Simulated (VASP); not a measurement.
Here is the system:

```
CELL_PARAMETERS angstrom
      6.73709     0.00000     0.00000
      0.00000     3.35125     0.00000
      0.00000     0.00000     8.54693
ATOMIC_POSITIONS crystal
  Ta 0.74870 0.25000 0.59150
  Ta 0.24870 0.25000 0.90850
  Ta 0.25130 0.75000 0.40850
  Ta 0.75130 0.75000 0.09150
  S  0.62913 0.25000 0.89623
  S  0.12913 0.25000 0.60377
  S  0.37087 0.75000 0.10377
  S  0.87087 0.75000 0.39623
  S  0.51692 0.25000 0.35893
  S  0.01692 0.25000 0.14107
  S  0.48308 0.75000 0.64107
  S  0.98308 0.75000 0.85893
```

Computed with PBEsol GGA, VASP's PBE PAW potentials (set 64) (plane waves; VASP). Run with 400 eV cut-off, Gaussian smearing of 0.050 eV, potentials Ta_pv S.

Give the energies of bands 41 to 54 at the high-symmetry points, in eV from the Fermi level.

```json
[
 {"band": "41", "Γ": "-1.77", "X": "-1.38", "S": "-2.27", "Y": "-2.66", "Z": "-1.71", "U": "-1.83", "R": "-2.06", "T": "-2.41"},
 {"band": "42", "Γ": "-1.76", "X": "-1.38", "S": "-2.27", "Y": "-2.66", "Z": "-1.71", "U": "-1.83", "R": "-2.06", "T": "-2.41"},
 {"band": "43", "Γ": "-1.21", "X": "-1.31", "S": "-2.27", "Y": "-2.38", "Z": "-1.36", "U": "-1.34", "R": "-2.06", "T": "-2.34"},
 {"band": "44", "Γ": "-1.12", "X": "-1.31", "S": "-2.27", "Y": "-2.38", "Z": "-1.36", "U": "-1.34", "R": "-2.06", "T": "-2.34"},
 {"band": "45", "Γ": "-0.77", "X": "-0.83", "S": "0.21", "Y": "-0.37", "Z": "-0.89", "U": "-0.46", "R": "0.23", "T": "-0.28"},
 {"band": "46", "Γ": "-0.25", "X": "-0.83", "S": "0.21", "Y": "-0.37", "Z": "-0.89", "U": "-0.46", "R": "0.23", "T": "-0.28"},
 {"band": "47", "Γ": "0.43", "X": "0.25", "S": "0.21", "Y": "1.06", "Z": "0.71", "U": "-0.27", "R": "0.23", "T": "1.18"},
 {"band": "48", "Γ": "0.44", "X": "0.25", "S": "0.21", "Y": "1.06", "Z": "0.71", "U": "-0.27", "R": "0.23", "T": "1.18"},
 {"band": "49", "Γ": "0.55", "X": "0.69", "S": "1.51", "Y": "1.76", "Z": "1.01", "U": "0.64", "R": "1.53", "T": "2.04"},
 {"band": "50", "Γ": "1.17", "X": "0.69", "S": "1.51", "Y": "1.76", "Z": "1.01", "U": "0.64", "R": "1.53", "T": "2.04"},
 {"band": "51", "Γ": "1.48", "X": "1.08", "S": "1.51", "Y": "2.10", "Z": "1.35", "U": "1.84", "R": "1.53", "T": "2.27"},
 {"band": "52", "Γ": "1.60", "X": "1.08", "S": "1.51", "Y": "2.10", "Z": "1.35", "U": "1.85", "R": "1.53", "T": "2.27"},
 {"band": "53", "Γ": "1.60", "X": "1.67", "S": "2.57", "Y": "2.71", "Z": "1.68", "U": "1.97", "R": "2.57", "T": "2.33"},
 {"band": "54", "Γ": "1.81", "X": "1.67", "S": "2.57", "Y": "2.71", "Z": "1.68", "U": "1.99", "R": "2.57", "T": "2.33"}
]
```

It has no gap at this level: it comes out as a metal or semimetal.

The structure was generated: TaS2 was put into the cotunnite type (Pnma), which need not be its known phase. It was relaxed first, which changed the volume by -10 %.
